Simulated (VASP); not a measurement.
Here is the system:

```
AuZn
1.0
    3.21053     0.00000     0.00000
    0.00000     3.21053     0.00000
    0.00000     0.00000     3.21053
Zn Au
1 1
Direct
  0.50000   0.50000   0.50000
  0.00000   0.00000   0.00000
```

Method: revPBE GGA, VASP's PBE PAW potentials (set 64) (plane waves; VASP). Run with 520 eV cut-off, Gaussian smearing of 0.050 eV, potentials Zn Au.

Problem. Give the energies of bands 4 to 14 at the high-symmetry points, in eV from the Fermi level.

Solution. 
```tsv
band	Γ	X	M	R
4	-7.28	-7.29	-7.55	-6.99
5	-7.28	-7.15	-7.00	-6.99
6	-7.28	-7.06	-6.20	-6.05
7	-5.21	-5.47	-4.87	-6.05
8	-5.21	-5.22	-3.99	-6.05
9	-3.65	-4.69	-3.99	-3.07
10	-3.65	-4.69	-3.11	-3.07
11	-3.65	-3.78	-1.72	1.31
12	4.94	-2.37	-1.72	3.25
13	4.94	10.28	0.65	3.70
14	4.94	10.74	2.19	3.70
```

It has no gap at this level: it comes out as a metal or semimetal.

The compound is AuZn in the CsCl type structure. It was relaxed first, which changed the volume by +6 %. The electron count is odd and the run is not spin-polarised, which forces a metal.
